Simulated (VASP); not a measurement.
OSZICAR of a VASP run on SiC (zinc blende):

### OSZICAR
```
       N       E                     dE             d eps       ncg     rms          rms(c)
DAV:   1     0.395743723006E+01    0.39574E+01   -0.40153E+03   584   0.825E+02
DAV:   2    -0.166374738172E+02   -0.20595E+02   -0.18621E+02   800   0.106E+02
DAV:   3    -0.169877126053E+02   -0.35024E+00   -0.35024E+00   672   0.171E+01
DAV:   4    -0.169888630155E+02   -0.11504E-02   -0.11504E-02   824   0.103E+00
DAV:   5    -0.169888653038E+02   -0.22883E-05   -0.22883E-05   712   0.268E-02    0.873E+00
DAV:   6    -0.151352894556E+02    0.18536E+01   -0.79416E+00   616   0.160E+01    0.375E+00
DAV:   7    -0.150806232612E+02    0.54666E-01   -0.34599E-01   864   0.418E+00    0.174E+00
DAV:   8    -0.150717116611E+02    0.89116E-02   -0.20028E-02   576   0.127E+00    0.154E-01
DAV:   9    -0.150719196745E+02   -0.20801E-03   -0.76081E-04   896   0.236E-01    0.103E-01
DAV:  10    -0.150720015474E+02   -0.81873E-04   -0.16761E-04   704   0.101E-01    0.212E-02
DAV:  11    -0.150720014633E+02    0.84063E-07   -0.32321E-05   712   0.346E-02    0.548E-03
DAV:  12    -0.150720016331E+02   -0.16976E-06   -0.13535E-06   416   0.895E-03
   1 F= -.15072002E+02 E0= -.15072002E+02  d E =-.150720E+02
       N       E                     dE             d eps       ncg     rms          rms(c)
DAV:   1    -0.150766590261E+02   -0.46576E-02   -0.22174E-01   592   0.406E+00    0.508E-01
DAV:   2    -0.150727887568E+02    0.38703E-02   -0.10299E-02   712   0.659E-01    0.248E-01
DAV:   3    -0.150719887768E+02    0.79998E-03   -0.12102E-03   672   0.245E-01    0.682E-02
DAV:   4    -0.150718405873E+02    0.14819E-03   -0.20351E-04   608   0.864E-02    0.306E-02
DAV:   5    -0.150718366532E+02    0.39341E-05   -0.48584E-06   816   0.187E-02    0.163E-02
DAV:   6    -0.150718357087E+02    0.94454E-06   -0.35851E-07   320   0.515E-03
   2 F= -.15071836E+02 E0= -.15071836E+02  d E =0.165924E-03
       N       E                     dE             d eps       ncg     rms          rms(c)
DAV:   1    -0.150759830356E+02   -0.41464E-02   -0.58391E-02   600   0.211E+00    0.261E-01
DAV:   2    -0.150749818673E+02    0.10012E-02   -0.26296E-03   680   0.335E-01    0.127E-01
DAV:   3    -0.150747765028E+02    0.20536E-03   -0.32811E-04   696   0.128E-01    0.340E-02
DAV:   4    -0.150747420537E+02    0.34449E-04   -0.52517E-05   608   0.440E-02    0.161E-02
DAV:   5    -0.150747422535E+02   -0.19988E-06   -0.13499E-06   616   0.967E-03
   3 F= -.15074742E+02 E0= -.15074742E+02  d E =-.274062E-02
```

**Question.** Which electronic solver shows in the log?

**Answer.** It is blocked Davidson (ALGO = Normal, or the opening steps of other solvers). The INCAR had ALGO = Normal.

**Question.** Can the final energy be trusted as converged?

**Answer.** The calculation finished and met its thresholds. It stopped with EDIFF = 1E-6, NELM = 100, NSW = 60 and EDIFFG = -0.01 after 3 ionic steps (PW91 GGA, plane waves, VASP's PBE PAW potentials (set 64)).

The compound is SiC in the zinc blende structure. This run relaxes it. Symmetry was kept, so distortions that lower it aren't found.
